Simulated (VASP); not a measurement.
# SrB3Pt (Pm-3m) in VASP: further runs

Runs on SrB3Pt. Level: PBEsol. Tasks: relaxation of cell and atoms.

Everything below comes from runs of VASP 6.6.1. Logs are shortened: lines on timing, memory, paths and dates and some standing lists are left out, and cuts for length are marked.

### 1 Starting point

The structure is cubic, space group Pm-3m (No. 221). Conventional cell: a = 4.541 Å, b = 4.541 Å, c = 4.541 Å, α = 90.00°, β = 90.00°, γ = 90.00°. Around Sr (site symmetry m-3m) lie 6 B at 2.27 Å. Around B (site symmetry 4/mmm) lie 2 Sr at 2.27 Å. Pt (site symmetry m-3m) is surrounded by 12 B at 3.21 Å.

The cell was built by a generator and needn't be a form met in nature.

### 2 Relaxation of cell and atoms, PBEsol, target pressure 2 GPa, at which the enthalpy is minimised

INCAR reads:

```
PREC = Accurate ; ENCUT = 600
EDIFF = 1E-7 ; ISMEAR = -1
SIGMA = 0.05 ; LREAL = F
LASPH = T ; NELM = 100
ALGO = Fast ; ISIF = 3
LWAVE = F ; LCHARG = F
GGA = PS ; IBRION = 2
NSW = 60 ; EDIFFG = -0.02
PSTRESS = 20
```

KPOINTS reads:

```
regular mesh
0
Gamma
  5 5 5
```

POSCAR reads:

```
SrB3Pt
1.0
    4.5405600000      0.0000000000      0.0000000000
    0.0000000000      4.5405600000      0.0000000000
    0.0000000000      0.0000000000      4.5405600000
Sr B Pt
1 3 1
Direct
    0.0000000000      0.0000000000      0.0000000000
    0.5000000000      0.0000000000      0.0000000000
    0.0000000000      0.5000000000      0.0000000000
    0.0000000000      0.0000000000      0.5000000000
    0.5000000000      0.5000000000      0.5000000000
```

Potentials or basis: VASP PAW PBE potentials, release 64 (Sr_sv, B, Pt).

The run is started by

```bash
cat potpaw_PBE.64/Sr_sv/POTCAR potpaw_PBE.64/B/POTCAR potpaw_PBE.64/Pt/POTCAR > POTCAR
mpirun -np 1 vasp_std > vasp.out
```

OUTCAR:

```text
PREC = Accurate
   ENCUT = 600
   EDIFF = 1E-7
   ISMEAR = -1
   LREAL = F
   LASPH = T
   NELM = 100
   ISIF = 3
   GGA = PS
   IBRION = 2
   NSW = 60
   EDIFFG = -0.02
   PSTRESS = 20

 ion  position               nearest neighbor table
   1  0.000  0.000  0.000-   2 2.27   3 2.27   4 2.27   4 2.27   3 2.27   2 2.27   5 3.93   5 3.93
                             5 3.93   5 3.93   5 3.93   5 3.93   5 3.93   5 3.93
   2  0.500  0.000  0.000-   1 2.27   1 2.27
   3  0.000  0.500  0.000-   1 2.27   1 2.27
   4  0.000  0.000  0.500-   1 2.27   1 2.27
   5  0.500  0.500  0.500-   1 3.93   1 3.93   1 3.93   1 3.93   1 3.93   1 3.93   1 3.93   1 3.93

  LATTYP: Found a simple cubic cell.
 ALAT       =     4.5405600000

  Lattice vectors:

 A1 = (   4.5405600000,   0.0000000000,   0.0000000000)
 A2 = (   0.0000000000,   4.5405600000,   0.0000000000)
 A3 = (   0.0000000000,   0.0000000000,   4.5405600000)

Analysis of symmetry for initial positions (statically):
=====================================================================
 Subroutine PRICEL returns:
 Original cell was already a primitive cell.

 Routine SETGRP: Setting up the symmetry group for a
 simple cubic supercell.

 Subroutine GETGRP returns: Found 48 space group operations
 (whereof 48 operations were pure point group operations)
 out of a pool of 48 trial point group operations.

The static configuration has the point symmetry O_h .

Analysis of symmetry for dynamics (positions and initial velocities):
=====================================================================
 Subroutine PRICEL returns:
 Original cell was already a primitive cell.

 Routine SETGRP: Setting up the symmetry group for a
 simple cubic supercell.

 Subroutine GETGRP returns: Found 48 space group operations
 (whereof 48 operations were pure point group operations)
 out of a pool of 48 trial point group operations.

The dynamic configuration has the point symmetry O_h .

 Subroutine INISYM returns: Found 48 space group operations
 (whereof 48 operations are pure point group operations),
 and found     1 'primitive' translations

----------------------------------------------------------------------------------------

                                     Primitive cell

  volume of cell :      93.6113

  direct lattice vectors                    reciprocal lattice vectors
     4.540560000  0.000000000  0.000000000     0.220237151  0.000000000  0.000000000
     0.000000000  4.540560000  0.000000000     0.000000000  0.220237151  0.000000000
     0.000000000  0.000000000  4.540560000     0.000000000  0.000000000  0.220237151

  length of vectors
     4.540560000  4.540560000  4.540560000     0.220237151  0.220237151  0.220237151

  position of ions in fractional coordinates (direct lattice)
     0.000000000  0.000000000  0.000000000
     0.500000000  0.000000000  0.000000000
     0.000000000  0.500000000  0.000000000
     0.000000000  0.000000000  0.500000000
     0.500000000  0.500000000  0.500000000

  ion indices of the primitive-cell ions
   primitive index   ion index
                 1           1
                 2           2
                 3           3
                 4           4
                 5           5

----------------------------------------------------------------------------------------

 KPOINTS: regular mesh

Automatic generation of k-mesh.
 Grid dimensions read from file:
 generate k-points for:    5    5    5

 Generating k-lattice:

  Cartesian coordinates                     Fractional coordinates (reciprocal lattice)
     0.044047430  0.000000000  0.000000000     0.200000000  0.000000000  0.000000000
     0.000000000  0.044047430  0.000000000     0.000000000  0.200000000  0.000000000
     0.000000000  0.000000000  0.044047430     0.000000000  0.000000000  0.200000000

  Length of vectors
     0.044047430  0.044047430  0.044047430

  Shift w.r.t. Gamma in fractional coordinates (k-lattice)
     0.000000000  0.000000000  0.000000000

 Subroutine IBZKPT returns following result:
 ===========================================

 Found     10 irreducible k-points:

 Following reciprocal coordinates:
            Coordinates               Weight
  0.000000  0.000000  0.000000      1.000000
  0.200000  0.000000  0.000000      6.000000
  0.400000  0.000000  0.000000      6.000000
  0.200000  0.200000  0.000000     12.000000
  0.400000  0.200000  0.000000     24.000000
  0.400000  0.400000  0.000000     12.000000
  0.200000  0.200000  0.200000      8.000000
  0.400000  0.200000  0.200000     24.000000
  0.400000  0.400000  0.200000     24.000000
  0.400000  0.400000  0.400000      8.000000
   k-points           NKPTS =     10   k-points in BZ     NKDIM =     10   number of bands    NBANDS=     18
   number of dos      NEDOS =    301   number of ions     NIONS =      5
   total plane-waves  NPLWV =  46656
   dimension x,y,z NGX =    36 NGY =   36 NGZ =   36
   dimension x,y,z NGXF=    72 NGYF=   72 NGZF=   72
   ions per type =               1   3   1
   NGX,Y,Z   is equivalent  to a cutoff of  13.18, 13.18, 13.18 a.u.
   NGXF,Y,Z  is equivalent  to a cutoff of  26.36, 26.36, 26.36 a.u.
 SYSTEM =  unknown system
   PREC   = accura    normal or accurate (medium, high low for compatibility)
   ISTART =      0    job   : 0-new  1-cont  2-samecut
   ICHARG =      2    charge: 1-file 2-atom 10-const
   ISPIN  =      1    spin polarized calculation?
   LNONCOLLINEAR =      F non collinear calculations
   LSORBIT =      F    spin-orbit coupling
   LASPH  =      T    aspherical Exc in radial PAW
   ENCUT  =  600.0 eV  44.10 Ry    6.64 a.u.   9.07  9.07  9.07*2*pi/ulx,y,z
   NELM   =    100;   NELMIN=  2; NELMDL= -5     # of ELM steps
   EDIFF  = 0.1E-06   stopping-criterion for ELM
   LREAL  =      F    real-space projection
   EDIFFG = -.2E-01   stopping-criterion for IOM
   NSW    =     60    number of steps for IOM
   IBRION =      2    ionic relax: 0-MD 1-quasi-New 2-CG
   NFREE  =      1    steps in history (QN), initial steepest desc. (CG)
   ISIF   =      3    stress and relaxation
   ISYM   =      2    0-nonsym 1-usesym 2-fastsym
   POTIM  = 0.5000    time-step for ionic-motion
   TEBEG  =    0.0;   TEEND  =   0.0 temperature during run
   PSTRESS=   20.0 pullay stress
   NELECT =      29.0000    total number of electrons
   NUPDOWN=      -1.0000    fix difference up-down
   EMIN   =  10.00;   EMAX   =-10.00  energy-range for DOS
   EFERMI =   0.00;   METHOD = LEGACY
   ISMEAR =    -1;   SIGMA  =   0.05  broadening in eV -4-tet -1-fermi 0-gaus
   EFERMI_NEDOS =   21; number of points for ismear=-14 and -15
   IALGO  =     68    algorithm
   IMIX   =      4    mixing-type and parameters
     AMIX     =   0.40;   BMIX     =  1.00
     AMIX_MAG =   1.60;   BMIX_MAG =  1.00
  volume/ion in A,a.u.               =      18.72       126.34
  Fermi-wavevector in a.u.,A,eV,Ry     =   1.107724  2.093294 16.695050  1.227052
  Thomas-Fermi vector in A             =   2.244242
   LORBIT       =      0    0 simple, 1 ext, 2 COOP (PROOUT), +10 PAW based schemes
   GGA     = PS    functional components
   LHFCALC =     F    Hartree Fock is set to
   AEXX    =    0.0000 exact exchange contribution
   IVDW    =     0    specifies the selected vdW correction
   LEPSILON=     F    determine dielectric tensor
   LRPA    =     F    only Hartree local field effects (RPA)
 conjugate gradient relaxation of ions
 non-spin polarized calculation
 RMM-DIIS sequential band-by-band and
  energy-cutoff  :      600.00
  volume of cell :       93.61
 maximum number of plane-waves:      3143
   NGX = 19   NGY = 19   NGZ = 19

--------------------------------------- Ionic step        1  -------------------------------------------

 number of electron      29.0000000 magnetization

 Free energy of the ion-electron system (eV)
  ---------------------------------------------------
  ext. energy  EPLUGINS =         0.00000000
  ---------------------------------------------------
  free energy    TOTEN  =       -13.42502242 eV

  energy without entropy =      -13.38568072  energy(sigma->0) =      -13.40535157

 E-fermi :   2.4033     XC(G=0):  -9.9367

 val. band max:        2.3035514064   @ k =   0.4000   0.4000   0.4000
 cond. band min:       2.4163221118   @ k =   0.2000   0.0000   0.0000
 fundamental gap:      0.1127707053
 Fermi energy:         2.4033155814

 k-point     1 :       0.0000    0.0000    0.0000
  band No.  band energies     occupation
      1     -31.1190      2.00000
      2     -13.8037      2.00000
      3     -13.8037      2.00000
      4     -13.8037      2.00000
      5      -5.1053      2.00000
      6      -2.7397      2.00000
[... 10 lines left out ...]
     17       4.3234      0.00000
     18       4.3234      0.00000
[... 172 lines left out ...]
      2     -13.8927      2.00000
      3     -13.8910      2.00000
      4     -13.8910      2.00000
      5      -2.0123      2.00000
      6      -1.6045      2.00000
[... 10 lines left out ...]
     17       2.4498      0.56577
     18       2.4498      0.56577

------------------------ aborting loop EDIFF was not reached (unconverged)  ----------------------------

  FORCE on cell =-STRESS in cart. coord.  units (eV):
  Direction    XX          YY          ZZ          XY          YZ          ZX
  --------------------------------------------------------------------------------------
  -------------------------------------------------------------------------------------
  Total       -0.8491370     -0.8491370     -0.8491370     -0.0000000      0.0000000     -0.0000000
  in kB      -14.5331611    -14.5331611    -14.5331611     -0.0000000      0.0000000     -0.0000000
  external PRESSURE =     -34.5331611 kB  Pullay stress =      20.0000000 kB

 VOLUME and BASIS-vectors are now :
 -----------------------------------------------------------------------------
  energy-cutoff  :      600.00
  volume of cell :       93.61
      direct lattice vectors                 reciprocal lattice vectors
     4.540560000  0.000000000  0.000000000     0.220237151  0.000000000  0.000000000
     0.000000000  4.540560000  0.000000000     0.000000000  0.220237151  0.000000000
     0.000000000  0.000000000  4.540560000     0.000000000  0.000000000  0.220237151
[... 140 lines left out ...]
  enthalpy is  TOTEN    =       -12.9674820202 eV   P V=        0.9647662054

--------------------------------------- Ionic step        5  -------------------------------------------

 number of electron      29.0000001 magnetization

 Free energy of the ion-electron system (eV)
  ---------------------------------------------------
  ext. energy  EPLUGINS =         0.00000000
  ---------------------------------------------------
  free energy    TOTEN  =       -13.92623204 eV

  energy without entropy =      -13.89651294  energy(sigma->0) =      -13.91137249

 E-fermi :   3.8313     XC(G=0): -10.8167

 val. band max:        3.7539218360   @ k =   0.4000   0.2000   0.2000
 cond. band min:       3.9041130511   @ k =   0.4000   0.2000   0.0000
 fundamental gap:      0.1501912151
 Fermi energy:         3.8312958509

 k-point     1 :       0.0000    0.0000    0.0000
  band No.  band energies     occupation
      1     -29.8800      2.00000
      2     -12.8218      2.00000
      3     -12.8218      2.00000
      4     -12.8218      2.00000
      5      -4.2981      2.00000
      6      -1.6365      2.00000
[... 10 lines left out ...]
     17       5.8567      0.00000
     18       5.8568      0.00000
[... 219 lines left out ...]
  FREE ENERGIE OF THE ION-ELECTRON SYSTEM (eV)
  ---------------------------------------------------
  free  energy   TOTEN  =       -13.9262320445 eV

  energy  without entropy=      -13.8965129352  energy(sigma->0) =      -13.91137249

  enthalpy is  TOTEN    =       -12.9679128892 eV   P V=        0.9583191553

 reached required accuracy - stopping structural energy minimisation
```

Run time: 2.4 min. Hardware: 1 thread of AMD EPYC 9R45 (Zen 5), shared host; peak memory 0.2 GiB.

What came out:

```
Free energy                                            : -13.9262 eV
Relaxed volume                                         : 15.35 Å³/atom
Relaxed cell                                           : a = 4.250 Å, b = 4.250 Å, c = 4.250 Å, α = 90.00°, β = 90.00°, γ = 90.00°
Space group after relaxing (to 0.05 Å)                 : Pm-3m (No. 221)
Energy change on relaxing (the enthalpy is what falls) : -100.2 meV/atom
Ionic steps                                            : 5
Pressure after relaxing                                : 2.0 GPa
Band gap on the k mesh                                 : none (metal or under the smearing width)
```

Step by step:
```csv
step,energy change (eV),largest force (eV/Å),pressure (GPa),volume (Å³)
1,0.0000,0.0000,-1.45,93.61
2,-0.4718,0.0000,-2.13,88.25
3,-0.4398,0.0000,3.87,73.40
4,-0.5072,0.0000,1.73,77.29
5,-0.5012,0.0000,2.00,76.77
```

Final structure:
```cif
data_structure
_symmetry_space_group_name_H-M 'P 1'
_symmetry_Int_Tables_number 1
_cell_length_a 4.2501
_cell_length_b 4.2501
_cell_length_c 4.2501
_cell_angle_alpha 90.000
_cell_angle_beta 90.000
_cell_angle_gamma 90.000
_cell_volume 76.77
loop_
_atom_site_label
_atom_site_type_symbol
_atom_site_fract_x
_atom_site_fract_y
_atom_site_fract_z
_atom_site_occupancy
Sr1 Sr 0.00000 0.00000 0.00000 1
B1 B 0.50000 0.00000 0.00000 1
B2 B 0.00000 0.50000 0.00000 1
B3 B 0.00000 0.00000 0.50000 1
Pt1 Pt 0.50000 0.50000 0.50000 1
```

Caveat: the cell is relaxed towards a set pressure, so the enthalpy falls and the energy may rise; the volume moved by over 15 % at a fixed basis, so the end points are rough; the PAW data sets were made with another functional, which shifts forces and pressure a little.

### 3 Relaxation of cell and atoms, PBEsol, target pressure 5 GPa, at which the enthalpy is minimised

INCAR, as its differences from that of step 2:

```diff
@@ -8,2 +8,2 @@
 NSW = 60 ; EDIFFG = -0.02
-PSTRESS = 20
+PSTRESS = 50
```

KPOINTS is that of step 2.

POSCAR is that of step 2.

Potentials or basis: VASP PAW PBE potentials, release 64 (Sr_sv, B, Pt).

The run is started by

```bash
cat potpaw_PBE.64/Sr_sv/POTCAR potpaw_PBE.64/B/POTCAR potpaw_PBE.64/Pt/POTCAR > POTCAR
mpirun -np 1 vasp_std > vasp.out
```

Run time: 2.6 min. Hardware: 1 thread of AMD EPYC 9R45 (Zen 5), shared host; peak memory 0.21 GiB.

Results (log left out):

* Free energy: -13.8208 eV
* Relaxed volume: 14.36 Å³/atom
* Relaxed cell: a = 4.156 Å, b = 4.156 Å, c = 4.156 Å, α = 90.00°, β = 90.00°, γ = 90.00°
* Space group after relaxing (to 0.05 Å): Pm-3m (No. 221)
* Energy change on relaxing (the enthalpy is what falls): -79.2 meV/atom
* Ionic steps: 5
* Pressure after relaxing: 4.8 GPa
* Band gap on the k mesh: none (metal or under the smearing width)

Step by step:
```
step  energy change (eV)  largest force (eV/Å)  pressure (GPa)  volume (Å³)
   1              0.0000                0.0000           -1.45        93.61
   2             -0.5178                0.0000           -1.02        83.76
   3              0.5608                0.0000           22.12        58.40
   4             -0.4659                0.0000            3.19        74.58
   5             -0.3958                0.0000            4.84        71.78
```

Final structure:
```
Sr B Pt
1.0
     4.15588    0.00000    0.00000
     0.00000    4.15588    0.00000
     0.00000    0.00000    4.15588
Sr B Pt
1 3 1
Direct
  0.00000 0.00000 0.00000
  0.50000 0.00000 0.00000
  0.00000 0.50000 0.00000
  0.00000 0.00000 0.50000
  0.50000 0.50000 0.50000
```

Levels at points of the mesh, in eV from the Fermi level:
| k point | band 11 | band 12 | band 13 | band 14 | band 15 | band 16 | band 17 | band 18 |
| --- | --- | --- | --- | --- | --- | --- | --- | --- |
| (0.00, 0.00, 0.00) | -1.52 | -1.52 | 0.09 | 0.09 | 0.09 | 2.06 | 2.06 | 2.06 |

Caveat: the cell is relaxed towards a set pressure, so the enthalpy falls and the energy may rise; the volume moved by over 15 % at a fixed basis, so the end points are rough; the PAW data sets were made with another functional, which shifts forces and pressure a little.

### 4 The reference run

An earlier run on the cell as given: functional PBE; potentials or basis VASP PAW PBE potentials, release 64 (Sr_sv, B, Pt); cutoff 520 eV; k mesh 6 × 6 × 6; occupations fermi-dirac, width 0.05 eV; no spin polarisation.

- Pressure: 0.4 GPa
- Band gap on the k mesh: none (metal or under the smearing width)

### 5 Summary

| task | level | cell | k mesh | cutoff (eV) | target pressure | gap on the mesh (eV) | pressure (GPa) |
| --- | --- | --- | --- | --- | --- | --- | --- |
| relaxation of cell and atoms | PBEsol | relaxed to 2 GPa | 5 × 5 × 5 | 600 | 2 GPa | none | 2.0 |
| relaxation of cell and atoms | PBEsol | relaxed to 5 GPa | 5 × 5 × 5 | 600 | 5 GPa | none | 4.8 |
| single point | PBE | as given | 6 × 6 × 6 | 520 | - | none | 0.4 |

Alike in all rows: potentials or basis VASP PAW PBE potentials, release 64 (Sr_sv, B, Pt); no spin polarisation; smearing fermi-dirac 0.05 eV.

Caveats: the cell is relaxed towards a set pressure, so the enthalpy falls and the energy may rise (some runs); the volume moved by over 15 % at a fixed basis, so the end points are rough (some runs); the PAW data sets were made with another functional, which shifts forces and pressure a little (some runs).

Absolute energies hang on the potentials; compare differences alone.
